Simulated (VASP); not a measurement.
Consider the following.

```
SrCl2
1.0
    0.00000     3.30205     3.30205
    3.30205     0.00000     3.30205
    3.30205     3.30205     0.00000
Sr Cl
1 2
Cartesian
  0.00000   0.00000   0.00000
  1.65102   1.65102   1.65102
  4.95307   4.95307   4.95307
```

Computed with LDA (Ceperley-Alder, Perdew-Zunger), VASP's LDA PAW potentials (set 64) (plane waves; VASP). Numerical set-up: 500 eV cut-off, 6×6×6 Γ-centred mesh, Gaussian smearing of 0.050 eV, potentials Sr_sv Cl.

Energy and stress use the plane-wave basis of the starting cell.

Q: The ions, cell shape and volume at an external pressure of 10.0 GPa are relaxed. Which structure does the run end with?

A: 
```
SrCl2
1.0
    0.00000     3.23001     3.23001
    3.23001     0.00000     3.23001
    3.23001     3.23001     0.00000
Sr Cl
1 2
Direct
  0.00000   0.00000   0.00000
  0.25000   0.25000   0.25000
  0.75000   0.75000   0.75000
```
Space group Fm-3m (225), at a tolerance of 0.03 Å.

Q: How do energy and volume change from the first to the last step?

A: The energy (σ→0) changes by +70.4 meV/atom and the volume by -6.4 %, in 3 ionic steps.

The compound is SrCl2 in the fluorite structure. This run relaxes it under an external pressure of 10 GPa. Symmetry was kept, so distortions that lower it aren't found.
